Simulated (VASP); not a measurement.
**Bulk modulus of zinc-blende III-V compounds: r2SCAN against PBE**

VASP (plane waves, PAW); cells keep the symmetry of their structure type. Static lattice, from a third-order Birch-Murnaghan fit over five volumes at each level.

Here x stands for PBE B0 and y for r2SCAN B0.

| solid | PBE B0 (GPa) | r2SCAN B0 (GPa) | cut-off (eV) |
|---|---|---|---|
| InSb | 36.8 | 43.3 | 520 |
| InAs | 48.5 | 56.9 | 520 |
| GaAs | 59.6 | 72.7 | 520 |
| GaP | 76.3 | ? | 520 |
| BAs | 131.9 | 142.1 | 520 |
| BP | 161.7 | 169.8 | 520 |
| GaN | 169.8 | 194.6 | 520 |
| AlN | 193.7 | 212.4 | 520 |

### Question
Using a straight line, estimate the missing y at x = 76.3 from the other rows, showing the fit.

### Answer
With u = x - 115, the rows have u = -78.20, -66.50, -55.40, 16.90, 46.70, 54.80, 78.70. Means: u -0.42857, y 127.40. About the means, the sum of products is 26896 and the sum of squares of u is 25269; the slope is their ratio. Least squares gives y = 127.86 + 1.06440·u. Residuals (row less fit): -1.32, -0.18, 3.81, -3.75, -7.77, 8.41, 0.77; standard error 5.69 (degrees of freedom: 5). The slope is 1.06 with a standard error of 0.036. At the withheld row, u = -38.70, so y = 127.86 + 1.06440 × (-38.70) = 86.67 GPa. The calculation gives 88.3 GPa, 1.63 GPa above the prediction (1.0 % of the range of y in the table). The row lies between fitted rows. From the scatter of the fitted rows alone, a prediction at this place has a standard error of 6.24 GPa, so the miss is 0.3 times that.

GaN is here a metastable form; wurtzite is the usual one. AlN is here a metastable form; wurtzite is the usual one. The rows are a random draw from the solids of this series computed here; series whose standard error about the line passes 12 to 30 % of the range of y, or with no trend, aren't shown in this form.
